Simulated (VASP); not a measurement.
Elastic constants (GPa) of a crystal from PBEsol GGA, VASP's PBE PAW potentials (set 64) in VASP 6.6.1:

```tsv
	xx	yy	zz	yz	xz	xy
xx	185.8	47.7	47.7	0.0	0.0	0.0
yy	47.7	185.8	47.7	0.0	0.0	0.0
zz	47.7	47.7	185.8	0.0	0.0	0.0
yz	0.0	0.0	0.0	55.0	0.0	0.0
xz	0.0	0.0	0.0	0.0	55.0	0.0
xy	0.0	0.0	0.0	0.0	0.0	55.0
```

Q: Work out the Voigt, Reuss and Hill moduli, Young's modulus and Poisson's ratio.

A: All eigenvalues are positive (smallest 55.0 GPa), so the crystal is stable. K_V = (C11+C22+C33+2(C12+C13+C23))/9 = (557.4 + 2×143.1)/9 = 93.7 GPa; G_V = (557.4 − 143.1 + 3×165.0)/15 = 60.6 GPa. From the compliances, K_R = 93.7 GPa and G_R = 59.9 GPa. Hill: K = 93.7 GPa, G = 60.2 GPa, E = 9KG/(3K+G) = 148.8 GPa, ν = (3K−2G)/(2(3K+G)) = 0.235. K/G = 1.56, below Pugh's 1.75; universal anisotropy A^U = 0.06.

Q: With a density of 5.09 g/cm³, what are the mean sound speeds?

A: v_l = √((K+4G/3)/ρ) = 5.85 km/s and v_t = √(G/ρ) = 3.44 km/s. The crystal is SrO (space group Fm-3m), cubic.

The structure comes from a measured SrO entry (Fm-3m) of the Crystallography Open Database, whose conditions weren't checked. It was relaxed first.
